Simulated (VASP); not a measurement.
Output of a VASP run:

File OUTCAR:
```
 ion  position               nearest neighbor table
   1  0.000  0.000  0.000-
  LATTYP: Found a body centered cubic cell.
 ALAT       =     3.7751372382
 Subroutine PRICEL returns:
 Original cell was already a primitive cell.
 Subroutine GETGRP returns: Found 48 space group operations
The static configuration has the point symmetry O_h .
The dynamic configuration has the point symmetry O_h .
 Subroutine INISYM returns: Found 48 space group operations
 Subroutine IBZKPT returns following result:
 Found    120 irreducible k-points:

 Following reciprocal coordinates:
            Coordinates               Weight
  0.000000  0.000000  0.000000      1.000000
  0.066667  0.000000  0.000000     12.000000
  0.133333  0.000000  0.000000     12.000000
  0.200000  0.000000  0.000000     12.000000
  0.266667  0.000000  0.000000     12.000000
  0.333333  0.000000  0.000000     12.000000
  0.400000  0.000000  0.000000     12.000000
  0.466667  0.000000  0.000000     12.000000
  0.066667  0.066667  0.000000     24.000000
  0.133333  0.066667 -0.000000     48.000000
  0.200000  0.066667  0.000000     48.000000
  0.266667  0.066667 -0.000000     48.000000
  0.333333  0.066667  0.000000     48.000000
  0.400000  0.066667  0.000000     48.000000
  0.466667  0.066667 -0.000000     24.000000
  0.133333  0.133333  0.000000     24.000000
  0.200000  0.133333 -0.000000     48.000000
  0.266667  0.133333  0.000000     48.000000
  0.333333  0.133333  0.000000     48.000000
  0.400000  0.133333  0.000000     48.000000
  0.200000  0.200000  0.000000     24.000000
  0.266667  0.200000 -0.000000     48.000000
  0.333333  0.200000  0.000000     48.000000
  0.400000  0.200000  0.000000     24.000000
  0.266667  0.266667  0.000000     24.000000
  0.333333  0.266667  0.000000     48.000000
  0.333333  0.333333  0.000000      8.000000
  0.066667  0.066667  0.066667      8.000000
  0.133333  0.066667  0.066667     24.000000
  0.200000  0.066667  0.066667     24.000000
  0.266667  0.066667  0.066667     24.000000
  0.333333  0.066667  0.066667     24.000000
  0.400000  0.066667  0.066667     24.000000
 -0.066667  0.066667  0.066667      6.000000
  0.133333  0.133333  0.066667     24.000000
  0.200000  0.133333  0.066667     48.000000
  0.266667  0.133333  0.066667     48.000000
  0.333333  0.133333  0.066667     48.000000
  0.400000  0.133333  0.066667     24.000000
 -0.133333  0.133333  0.066667     24.000000
   k-points           NKPTS =    120   k-points in BZ     NKDIM =    120   number of bands    NBANDS=      6
   number of dos      NEDOS =    601   number of ions     NIONS =      1
   total plane-waves  NPLWV =  13824
   dimension x,y,z NGX =    24 NGY =   24 NGZ =   24
   dimension x,y,z NGXF=    48 NGYF=   48 NGZF=   48
   ions per type =               1
   PREC   = accura    normal or accurate (medium, high low for compatibility)
   ISTART =      0    job   : 0-new  1-cont  2-samecut
   ICHARG =      2    charge: 1-file 2-atom 10-const
   ISPIN  =      1    spin polarized calculation?
   LNONCOLLINEAR =      F non collinear calculations
   LSORBIT =      F    spin-orbit coupling
   INIWAV =      1    electr: 0-lowe 1-rand  2-diag
   ENCUT  =  400.0 eV  29.40 Ry    5.42 a.u.   5.33  5.33  5.33*2*pi/ulx,y,z
   NELM   =    100;   NELMIN=  2; NELMDL= -5     # of ELM steps
   EDIFF  = 0.1E-06   stopping-criterion for ELM
   LREAL  =      F    real-space projection
   NLSPLINE    = F    spline interpolate recip. space projectors
   LMAXMIX     =    4 max onsite mixed and CHGCAR
   VOSKOWN=      0    Vosko Wilk Nusair interpolation
   EDIFFG = 0.1E-05   stopping-criterion for IOM
   NSW    =      0    number of steps for IOM
   NBLOCK =      1;   KBLOCK =      1    inner block; outer block
   IBRION =     -1    ionic relax: 0-MD 1-quasi-New 2-CG
   NFREE  =      0    steps in history (QN), initial steepest desc. (CG)
...
```

OSZICAR:
```
       N       E                     dE             d eps       ncg     rms          rms(c)
DAV:   1    -0.161897385616E+02   -0.16190E+02   -0.14734E+03  1464   0.447E+02
DAV:   2    -0.258053551878E+02   -0.96156E+01   -0.92659E+01  1980   0.680E+01
DAV:   3    -0.259515218734E+02   -0.14617E+00   -0.14479E+00  1728   0.904E+00
DAV:   4    -0.259520692200E+02   -0.54735E-03   -0.53625E-03  2028   0.697E-01
DAV:   5    -0.259520707089E+02   -0.14889E-05   -0.14777E-05  1740   0.256E-02    0.149E+00
DAV:   6    -0.252229285495E+02    0.72914E+00   -0.13448E-01  1542   0.338E+00    0.954E-01
DAV:   7    -0.253824887597E+02   -0.15956E+00   -0.11198E-01  1440   0.295E+00    0.182E-01
DAV:   8    -0.253458934376E+02    0.36595E-01   -0.94798E-02  1440   0.272E+00    0.640E-02
DAV:   9    -0.253455709962E+02    0.32244E-03   -0.44858E-04  1986   0.212E-01    0.759E-02
DAV:  10    -0.253447630759E+02    0.80792E-03   -0.73684E-05  1632   0.103E-01    0.936E-02
DAV:  11    -0.253463238479E+02   -0.15608E-02   -0.21242E-03  1488   0.551E-01    0.489E-02
DAV:  12    -0.253463378178E+02   -0.13970E-04   -0.27903E-04  1470   0.210E-01    0.330E-02
DAV:  13    -0.253464891177E+02   -0.15130E-03   -0.16929E-05  1674   0.575E-02    0.242E-02
DAV:  14    -0.253465815234E+02   -0.92406E-04   -0.27521E-05  1476   0.554E-02    0.379E-03
DAV:  15    -0.253465886926E+02   -0.71692E-05   -0.24755E-06  1782   0.155E-02    0.172E-03
DAV:  16    -0.253465889442E+02   -0.25163E-06   -0.18904E-06  1494   0.174E-02    0.168E-03
DAV:  17    -0.253465874502E+02    0.14940E-05   -0.40002E-07  1614   0.588E-03    0.103E-03
DAV:  18    -0.253465884592E+02   -0.10090E-05   -0.11254E-07   798   0.402E-03    0.423E-04
DAV:  19    -0.253465887607E+02   -0.30152E-06   -0.77270E-09   726   0.104E-03    0.243E-04
DAV:  20    -0.253465889390E+02   -0.17829E-06   -0.36314E-09   738   0.593E-04    0.675E-05
DAV:  21    -0.253465889676E+02   -0.28591E-07   -0.49551E-10   726   0.372E-04
   1 F= -.25346589E+02 E0= -.25346589E+02  d E =0.000000E+00
       N       E                     dE             ncg
```

### OUTCAR
```
------------------------ aborting loop because EDIFF is reached ----------------------------------------
  FORCE on cell =-STRESS in cart. coord.  units (eV):
  Direction    XX          YY          ZZ          XY          YZ          ZX
  --------------------------------------------------------------------------------------
  Total        0.0095072      0.0095072      0.0095072      0.0000000     -0.0000000      0.0000000
  in kB        0.5662354      0.5662354      0.5662354      0.0000000     -0.0000000      0.0000000
  external PRESSURE =       0.5662354 kB  Pullay stress =       0.0000000 kB
  volume of cell :       26.90
      direct lattice vectors                 reciprocal lattice vectors
    -1.887568619  1.887568619  1.887568619     0.000000000  0.264891032  0.264891032
     1.887568619 -1.887568619  1.887568619     0.264891032  0.000000000  0.264891032
     1.887568619  1.887568619 -1.887568619     0.264891032  0.264891032  0.000000000
 POSITION                                       TOTAL-FORCE (eV/Angst)
 -----------------------------------------------------------------------------------
      0.00000      0.00000      0.00000         0.000000     -0.000000     -0.000000
 -----------------------------------------------------------------------------------
    total drift:                                0.000000     -0.000000      0.000000
  FREE ENERGIE OF THE ION-ELECTRON SYSTEM (eV)
  ---------------------------------------------------
  free  energy   TOTEN  =       -25.3465889676 eV

  energy  without entropy=      -25.3465889676  energy(sigma->0) =      -25.34658897

 total charge

# of ion       s       p       d       tot
------------------------------------------
    1        1.224   1.064   0.039   2.327
```
(Selected blocks of OUTCAR.)

POSCAR:
```
Sb
1
   -1.8875686191     1.8875686191     1.8875686191
    1.8875686191    -1.8875686191     1.8875686191
    1.8875686191     1.8875686191    -1.8875686191
Sb
1
Direct
  0.0000000000   0.0000000000   0.0000000000
```

Problem. Reconstruct the remaining input files.

Solution. One answer among several that fit: the input of the run itself, r2SCAN meta-GGA, plane waves, VASP's PBE PAW potentials (set 64).

**KPOINTS_OPT**
```
k-points along high-symmetry lines
10
Line-mode
Reciprocal
  0.000000   0.000000   0.000000 ! GAMMA
  0.500000  -0.500000   0.500000 ! H

  0.500000  -0.500000   0.500000 ! H
  0.000000   0.000000   0.500000 ! N

  0.000000   0.000000   0.500000 ! N
  0.000000   0.000000   0.000000 ! GAMMA

  0.000000   0.000000   0.000000 ! GAMMA
  0.250000   0.250000   0.250000 ! P

  0.250000   0.250000   0.250000 ! P
  0.500000  -0.500000   0.500000 ! H

  0.250000   0.250000   0.250000 ! P
  0.000000   0.000000   0.500000 ! N
```

INCAR:
```
SYSTEM = Sb
PREC = Accurate
ENCUT = 400
EDIFF = 1E-7
NELM = 100
ALGO = Normal
LREAL = .FALSE.
LASPH = .TRUE.
ISMEAR = -5
METAGGA = R2SCAN
LMIXTAU = .TRUE.
LMAXMIX = 4
LWAVE = .FALSE.
LCHARG = .FALSE.
LORBIT = 11
NEDOS = 601
ISIF = 2
```

KPOINTS:
```
Automatic mesh
0
Gamma
15 15 15
```

POTCAR, in this order: Sb (PBE.64 set). Program: vasp_std.

For a metal the tetrahedron method with Blöchl corrections gives inexact stress and forces.

The structure comes from a computed database's Sb entry (Im-3m); how it stands against other phases isn't given here. It was relaxed first.
